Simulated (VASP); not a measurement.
Input:

```xyz
2
Lattice="2.8445 0.0000 0.0000 0.0000 2.8445 0.0000 0.0000 0.0000 2.8445" Properties=species:S:1:pos:R:3 pbc="T T T"
Cr     0.0000     0.0000     0.0000
Cr     1.4223     1.4223     1.4223
```
Starting moments (μB, in the order of the record's atoms Cr Cr): 1.1 -1.1.

Method: TPSS meta-GGA, VASP's PBE PAW potentials (set 64) (plane waves; VASP 6.6.1). Settings: 520 eV cut-off, 14×14×14 Γ-centred mesh, tetrahedra with Blöchl corrections, potentials Cr_pv.

Q: Give the spin-up energies of bands 7 to 15 at the high-symmetry points, in eV from the Fermi level.

A: 
```tsv
band	Γ	X	M	R
7	-7.84	-4.04	-4.51	-2.68
8	-4.25	-3.79	-4.31	-2.68
9	-4.25	-2.04	-2.46	-2.68
10	-0.93	-1.30	-2.46	-1.88
11	-0.93	-0.89	1.15	-1.88
12	-0.93	-0.89	1.15	-1.88
13	1.40	0.14	1.26	1.34
14	1.40	0.26	1.28	1.34
15	2.71	0.26	1.45	2.26
```

Q: Give the spin-down energies of bands 7 to 15 at the high-symmetry points, in eV from the Fermi level.

A: 
```
band      Γ      X      M      R
----  -----  -----  -----  -----
7     -7.84  -4.04  -4.51  -2.68
8     -4.25  -3.79  -4.31  -2.68
9     -4.25  -2.04  -2.46  -2.68
10    -0.93  -1.30  -2.46  -1.88
11    -0.93  -0.89   1.15  -1.88
12    -0.93  -0.89   1.15  -1.88
13     1.40   0.14   1.26   1.34
14     1.40   0.26   1.28   1.34
15     2.71   0.26   1.45   2.26
```

It has no gap at this level: it comes out as a metal or semimetal.

The compound is Cr in the bcc, AFM order structure. It was relaxed first.
